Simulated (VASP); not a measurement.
```
ZrB2
1.0
    1.57962    -2.73598     0.00000
    1.57962     2.73598     0.00000
    0.00000     0.00000     3.55351
Zr B
1 2
Direct
  0.00000   0.00000   0.00000
  0.33333   0.66667   0.50000
  0.66667   0.33333   0.50000
```

These are SCAN meta-GGA, VASP's PBE PAW potentials (set 64) (plane waves; VASP) values and carry that method's errors. Numerical set-up: 520 eV cut-off, 12×12×10 Γ-centred mesh, tetrahedra with Blöchl corrections, potentials Zr_sv B.

Question: What does the run give for the energy per atom (σ→0), band gap (over mesh and band path) with the smallest direct gap where there is one?

Answer: 
| Property | Result |
|---|---|
| band gap (over mesh and band path) | none (metal, semimetal or under 0.01 eV) |
| energy per atom (σ→0) | -16.253 eV/atom |

The absolute energy has meaning only against runs of the same code, potentials and settings.

The compound is ZrB2 in the AlB2 type structure. It was relaxed first.
